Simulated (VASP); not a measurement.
Output of a VASP run:

### OSZICAR
```
...
DAV:   3    -0.259833236883E+02    0.43169E-04   -0.87212E-05  7957   0.776E-02    0.251E-02
DAV:   4    -0.259833125376E+02    0.11151E-04   -0.21126E-05  9014   0.454E-02    0.235E-02
DAV:   5    -0.259833127187E+02   -0.18114E-06   -0.28670E-06  6411   0.184E-02
   4 F= -.16201771E+02 E0= -.16201609E+02  d E =-.672849E-01
       N       E                     dE             d eps       ncg     rms          rms(c)
DAV:   1    -0.259757834800E+02    0.75291E-02   -0.23870E-03  8307   0.653E-01    0.161E-01
DAV:   2    -0.259756918460E+02    0.91634E-04   -0.46125E-04  8202   0.199E-01    0.201E-02
DAV:   3    -0.259756844952E+02    0.73508E-05   -0.15258E-05  7999   0.326E-02    0.105E-02
DAV:   4    -0.259756827659E+02    0.17293E-05   -0.36206E-06  7905   0.189E-02    0.991E-03
DAV:   5    -0.259756829918E+02   -0.22588E-06   -0.52940E-07  3807   0.813E-03
   5 F= -.16201766E+02 E0= -.16201605E+02  d E =-.672799E-01
       N       E                     dE             d eps       ncg     rms          rms(c)
DAV:   1    -0.259718595124E+02    0.38233E-02   -0.11136E-01  8505   0.349E+00    0.301E-01
DAV:   2    -0.259695547037E+02    0.23048E-02   -0.43273E-03  8993   0.586E-01    0.156E-01
DAV:   3    -0.259688487548E+02    0.70595E-03   -0.17812E-03  9231   0.347E-01    0.702E-02
DAV:   4    -0.259688413075E+02    0.74472E-05   -0.98210E-05  7873   0.804E-02    0.179E-02
DAV:   5    -0.259688398132E+02    0.14943E-05   -0.50981E-06  9518   0.199E-02    0.102E-02
DAV:   6    -0.259688399281E+02   -0.11488E-06   -0.18601E-07  4192   0.453E-03
   6 F= -.16202590E+02 E0= -.16202458E+02  d E =-.824156E-03
       N       E                     dE             d eps       ncg     rms          rms(c)
DAV:   1    -0.259711029857E+02   -0.22632E-02   -0.71415E-03  8477   0.885E-01    0.764E-02
DAV:   2    -0.259709561720E+02    0.14681E-03   -0.27674E-04  8979   0.148E-01    0.396E-02
DAV:   3    -0.259709110181E+02    0.45154E-04   -0.11268E-04  9231   0.885E-02    0.179E-02
DAV:   4    -0.259709104295E+02    0.58859E-06   -0.66069E-06  7838   0.210E-02
   7 F= -.16202697E+02 E0= -.16202553E+02  d E =-.931296E-03
       N       E                     dE             d eps       ncg     rms          rms(c)
DAV:   1    -0.259904524133E+02   -0.19541E-01   -0.19455E-02  8209   0.172E+00    0.405E-01
DAV:   2    -0.259898936298E+02    0.55878E-03   -0.22933E-03  8195   0.473E-01    0.703E-02
DAV:   3    -0.259898197351E+02    0.73895E-04   -0.13119E-04  8706   0.100E-01    0.255E-02
DAV:   4    -0.259898055157E+02    0.14219E-04   -0.28384E-05  8944   0.525E-02    0.249E-02
DAV:   5    -0.259898039880E+02    0.15277E-05   -0.34060E-06  8117   0.177E-02    0.887E-03
DAV:   6    -0.259898036319E+02    0.35603E-06   -0.66829E-07  3926   0.606E-03
   8 F= -.16202647E+02 E0= -.16202505E+02  d E =0.496076E-04
       N       E                     dE             d eps       ncg     rms          rms(c)
DAV:   1    -0.259788530178E+02    0.10951E-01   -0.69096E-03  8202   0.103E+00    0.241E-01
DAV:   2    -0.259786570838E+02    0.19593E-03   -0.80434E-04  8195   0.281E-01    0.422E-02
DAV:   3    -0.259786314632E+02    0.25621E-04   -0.46279E-05  8650   0.597E-02    0.151E-02
DAV:   4    -0.259786272500E+02    0.42132E-05   -0.99597E-06  8916   0.311E-02    0.147E-02
DAV:   5    -0.259786275114E+02   -0.26142E-06   -0.11072E-06  4255   0.104E-02
   9 F= -.16202744E+02 E0= -.16202600E+02  d E =-.471193E-04
```

**OUTCAR**
```
------------------------ aborting loop because EDIFF is reached ----------------------------------------
  FORCE on cell =-STRESS in cart. coord.  units (eV):
  Direction    XX          YY          ZZ          XY          YZ          ZX
  --------------------------------------------------------------------------------------
  Total        9.7608375      9.7608375      9.7302105      0.0000000      0.0000000     -0.0000000
  in kB      449.3074138    449.3074138    447.8976041      0.0000000      0.0000000     -0.0000000
  external PRESSURE =      -1.1625228 kB  Pullay stress =     450.0000000 kB
  volume of cell :       34.81
      direct lattice vectors                 reciprocal lattice vectors
    -1.521832852  1.521832852  3.757164219     0.000000000  0.328551194  0.133079091
     1.521832852 -1.521832852  3.757164219     0.328551194  0.000000000  0.133079091
     1.521832852  1.521832852 -3.757164219     0.328551194  0.328551194  0.000000000
 POSITION                                       TOTAL-FORCE (eV/Angst)
 -----------------------------------------------------------------------------------
      0.00000      0.00000      5.01610         0.000000      0.000000      0.011047
      0.00000      0.00000      2.49823        -0.000000     -0.000000     -0.011047
      0.00000      0.00000      0.00000        -0.000000     -0.000000      0.000000
 -----------------------------------------------------------------------------------
    total drift:                                0.000000     -0.000000     -0.000000
  FREE ENERGIE OF THE ION-ELECTRON SYSTEM (eV)
  ---------------------------------------------------
  free  energy   TOTEN  =       -25.9786275114 eV

  energy  without entropy=      -25.9781963740  energy(sigma->0) =      -25.97848380
  enthalpy is  TOTEN    =       -16.2027441674 eV   P V=        9.7758833441

 reached required accuracy - stopping structural energy minimisation
```
(Selected blocks of OUTCAR.)

**POSCAR**
```
WSi2
1
   -1.5437635216     1.5437635216     3.7975698641
    1.5437635216    -1.5437635216     3.7975698641
    1.5437635216     1.5437635216    -3.7975698641
Si W
2 1
Direct
  0.6669692466   0.6669692466   0.0000000000
  0.3330307534   0.3330307534   0.0000000000
  0.0000000000   0.0000000000   0.0000000000
```

**Question.** Write an INCAR and KPOINTS that could have produced this output.

**Answer.** This is not unique; one that fits is the input of the run itself, PBEsol GGA, plane waves, VASP's PBE PAW potentials (set 64).

**INCAR**
```
! general
SYSTEM =WSi2
PREC   =Accurate
ENCUT  =500
LREAL  =.FALSE.
LASPH  =.TRUE.

! electronic loop
EDIFF  =1E-6
NELM   =100
ALGO   =Normal
LMAXMIX=6

! smearing
ISMEAR =1
SIGMA  =0.1

! functional
GGA    =PS

! ions
IBRION =2
NSW    =40
ISIF   =3
EDIFFG =-0.02
PSTRESS=450

! output
LWAVE  =.FALSE.
LCHARG =.FALSE.
```

### KPOINTS
```
Regular mesh
0
G
 14 14 14
0 0 0
```

POTCAR, in this order: Si W_sv (PBE.64 set). Program: vasp_std.

Energy and stress use the plane-wave basis of the starting cell.

The compound is WSi2 in the MoSi2 type structure. This run relaxes it under an external pressure of 45 GPa. Symmetry was kept, so distortions that lower it aren't found.
